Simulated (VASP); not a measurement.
Here is the system:

```yaml
crystal:
  lattice:
    - [0.00000, 3.20770, 3.20770]
    - [3.20770, 0.00000, 3.20770]
    - [3.20770, 3.20770, 0.00000]
  atoms:
    - { symbol: Mg, position: [0.25000, 0.25000, 0.25000] }
    - { symbol: Mg, position: [0.75000, 0.75000, 0.75000] }
    - { symbol: Si, position: [0.00000, 0.00000, 0.00000] }
```

Computed with RPBE GGA, VASP's PBE PAW potentials (set 64) (plane waves; VASP 6.6.1). Numerical set-up: 520 eV cut-off, Gaussian smearing of 0.050 eV, potentials Mg Si.

Problem. Estimate the band gap (along the path) with the smallest direct gap where there is one.

Solution. 
band gap (along the path): 0.28 eV
smallest direct gap (along the path): 1.80 eV

The absolute energy has meaning only against runs of the same code, potentials and settings.

The compound is Mg2Si in the antifluorite structure. It was relaxed first.
